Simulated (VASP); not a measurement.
A run of VASP 6.6.1:

File INCAR:

```
  PREC = Accurate
  ENCUT = 520
  EDIFF = 1E-7
  ISMEAR = 0
  SIGMA = 0.1
  LREAL = F
  LASPH = T
  NELM = 80
  ALGO = Normal
  ISIF = 2
  LWAVE = F
  LCHARG = T
  GGA = PE
  LELF = T
  LVHAR = T
  NBANDS = 29
```

File KPOINTS:

```
Automatic mesh
0
Gamma
  8 8 8
```

Contents of POSCAR:

```
YTlS3
1.0
    5.3151722802      0.0000000000      0.0000000000
    0.0000000000      5.3151722802      0.0000000000
    0.0000000000      0.0000000000      5.3151722802
Y Tl S
1 1 3
Direct
    0.0000000000      0.0000000000      0.0000000000
    0.5000000000      0.5000000000      0.5000000000
    0.5000000000      0.0000000000      0.0000000000
    0.0000000000      0.5000000000      0.0000000000
    0.0000000000      0.0000000000      0.5000000000
```

Potentials or basis: VASP PAW PBE potentials, release 64 (Y_sv, Tl_d, S).

Command:

```console
$ cat potpaw_PBE.64/Y_sv/POTCAR potpaw_PBE.64/Tl_d/POTCAR potpaw_PBE.64/S/POTCAR > POTCAR
$ mpirun -np 1 vasp_std > vasp.out
```

Hardware: 1 thread of Intel(R) Xeon(R) Platinum 8259CL CPU @ 2.50GHz (Skylake/Cascade Lake), on a shared host.

**Question.** Estimate the wall time of this run.

**Answer.** Wall time 2.1 min on 1 thread of Intel(R) Xeon(R) Platinum 8259CL CPU @ 2.50GHz (Skylake/Cascade Lake), on a shared host, peak memory 0.35 GiB. Counts: scf iterations 14, k points 35.
